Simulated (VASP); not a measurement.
An input for Quantum ESPRESSO's pw.x (written as the equivalent of a VASP run, and not itself run):

```
&CONTROL
  calculation = 'vc-relax'
  pseudo_dir = './pseudo'
  outdir = './out'
  tprnfor = .true.
  tstress = .true.
  nstep = 60
  forc_conv_thr = 0.00078
/
&SYSTEM
  ibrav = 0
  nat = 4
  ntyp = 1
  ecutwfc = 82
  occupations = 'smearing'
  smearing = 'gaussian'
  degauss = 0.003675
  input_dft = 'pbe'
  vdw_corr = 'grimme-d3'
  dftd3_version = 3
  dftd3_threebody = .false.
/
&ELECTRONS
  conv_thr = 7.3e-08
  electron_maxstep = 100
/
&IONS
/
&CELL
/
ATOMIC_SPECIES
  C 12.011 C.upf
CELL_PARAMETERS angstrom
     1.2332834   -2.1361089   -0.0000000
     1.2332834    2.1361089    0.0000000
     0.0000000   -0.0000000    6.9523761
ATOMIC_POSITIONS crystal
  C    0.0000000  0.0000000  0.2500000
  C    0.0000000  1.0000000  0.7500000
  C    0.3333330  0.6666670  0.2500000
  C    0.6666670  0.3333330  0.7500000
K_POINTS automatic
  9 9 3 0 0 0
```

Translate this input to VASP (INCAR, KPOINTS, POSCAR, choice of POTCAR).

Several could match; the one computed here: 
INCAR:
```
! general
SYSTEM = C
PREC   = Accurate
ENCUT  = 520
LREAL  = .FALSE.   ! projection in real space or not
LASPH  = .TRUE.   ! aspherical one-centre terms

! electronic loop
EDIFF  = 1E-6
NELM   = 100   ! most electronic steps
ALGO   = Normal

! smearing
ISMEAR = 0   ! Gaussian
SIGMA  = 0.05   ! width (eV)

! functional
GGA    = PE
IVDW   = 11   ! D3, zero damping

! ions
IBRION = 2   ! conjugate gradients
NSW    = 60   ! most ionic steps
ISIF   = 3   ! ions, shape and volume
EDIFFG = -0.02

! output
LWAVE  = .FALSE.
LCHARG = .FALSE.
```

File POSCAR:
```
C
1.0
  1.2332833568  -2.1361089369   0.0000000000
  1.2332833568   2.1361089369   0.0000000000
  0.0000000000   0.0000000000   6.9523761046
C
4
Direct
  0.0000000000   0.0000000000   0.2500000000
  0.0000000000   1.0000000000   0.7500000000
  0.3333330000   0.6666670000   0.2500000000
  0.6666670000   0.3333330000   0.7500000000
```

### KPOINTS
```
kpoints
0
Gamma
 9 9 3
```

POTCAR, in this order: C (PBE.64 set). Program: vasp_std.

Limits of the translation: the potentials are each code's own (VASP's PAW set, PseudoDojo norm-conserving files in pw.x), so ENCUT and ecutwfc are chosen apart and not converted; conv_thr bounds pw.x's estimated SCF error, while EDIFF bounds the energy change between steps; forc_conv_thr acts on force components and is met together with etot_conv_thr.

The compound is C in the graphite structure. It was relaxed first. The k-mesh is coarse (spacing up to 0.33 per Å, 2π included), so the numbers may not be converged in it. The start is the result of an earlier pass.
